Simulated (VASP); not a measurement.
Given:

```xyz
3
Lattice="0.0000 3.2589 3.2589 3.2589 0.0000 3.2589 3.2589 3.2589 0.0000" Properties=species:S:1:pos:R:3 pbc="T T T"
Mg     1.6295     1.6295     1.6295
Mg     4.8883     4.8883     4.8883
Ge     0.0000     0.0000     0.0000
```

Calculation: PBE GGA, VASP's PBE PAW potentials (set 64) (plane waves; VASP). Numerical set-up: 400 eV cut-off, 10×10×10 Γ-centred mesh, Gaussian smearing of 0.050 eV, potentials Mg Ge_d.

Gaps are read on the run's mesh, which can miss a band edge.

Q: What does the run give for the energy per atom (σ→0), pressure, band gap (on the k-mesh) with the smallest direct gap where there is one?

A: 
| Property | Result |
|---|---|
| band gap (on the k-mesh) | 0.20 eV |
| smallest direct gap (on the k-mesh) | 0.70 eV |
| energy per atom (σ→0) | -2.780 eV/atom |
| pressure | -2.28 GPa |

Only differences to runs with the same potentials and settings are physical.

The compound is Mg2Ge in the antifluorite structure. The cell was not relaxed at this level. The run is one of a series of settings (KPOINTS 10×10×10 Γ-centred mesh against the base run), some of them coarse on purpose.
